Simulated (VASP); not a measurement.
An input for Quantum ESPRESSO's pw.x (written as the equivalent of a VASP run, and not itself run):

```
&CONTROL
  calculation = 'vc-relax'
  pseudo_dir = './pseudo'
  outdir = './out'
  tprnfor = .true.
  tstress = .true.
  nstep = 60
  forc_conv_thr = 0.00039
/
&SYSTEM
  ibrav = 0
  nat = 2
  ntyp = 2
  ecutwfc = 84
  occupations = 'smearing'
  smearing = 'gaussian'
  degauss = 0.003675
  input_dft = 'revpbe'
/
&ELECTRONS
  conv_thr = 7.3e-08
  electron_maxstep = 100
/
&IONS
/
&CELL
/
ATOMIC_SPECIES
  Mg 24.305 Mg.upf
  O 15.999 O.upf
CELL_PARAMETERS angstrom
     0.0000000    2.1399163    2.1399163
     2.1399163    0.0000000    2.1399163
     2.1399163    2.1399163    0.0000000
ATOMIC_POSITIONS crystal
  Mg   0.0000000  0.0000000  0.0000000
  O    0.5000000  0.5000000  0.5000000
K_POINTS automatic
  10 10 10 0 0 0
```

**Question.** Write the VASP files for the same calculation (revPBE).

**Answer.** Several could match; the one computed here: 
### INCAR
```
! general
SYSTEM = MgO
PREC   = Accurate
ENCUT  = 520
LREAL  = .False.
LASPH  = .True.

! electronic loop
EDIFF  = 1E-6
NELM   = 100
ALGO   = Normal

! smearing
ISMEAR = 0
SIGMA  = 0.05

! functional
GGA    = RE

! ions
IBRION = 2
NSW    = 60
ISIF   = 3
EDIFFG = -0.01

! output
LWAVE  = .False.
LCHARG = .False.
```

### POSCAR
```
MgO
1.0
  0.0000000000   2.1399163324   2.1399163324
  2.1399163324   0.0000000000   2.1399163324
  2.1399163324   2.1399163324   0.0000000000
Mg O
1 1
Cartesian
  0.0000000000   0.0000000000   0.0000000000
  2.1399163324   2.1399163324   2.1399163324
```

**KPOINTS**
```
Automatic
0
gamma
10 10 10
```

POTCAR, in this order: Mg O (PBE.64 set). Program: vasp_std.

The two are equivalent in intent, not identical: the potentials are each code's own (VASP's PAW set, PseudoDojo norm-conserving files in pw.x), so ENCUT and ecutwfc are chosen apart and not converted; conv_thr bounds pw.x's estimated SCF error, while EDIFF bounds the energy change between steps; forc_conv_thr acts on force components and is met together with etot_conv_thr.

The compound is MgO in the rock salt structure. It was relaxed first, which changed the volume by +5 %. The start is the result of an earlier pass.
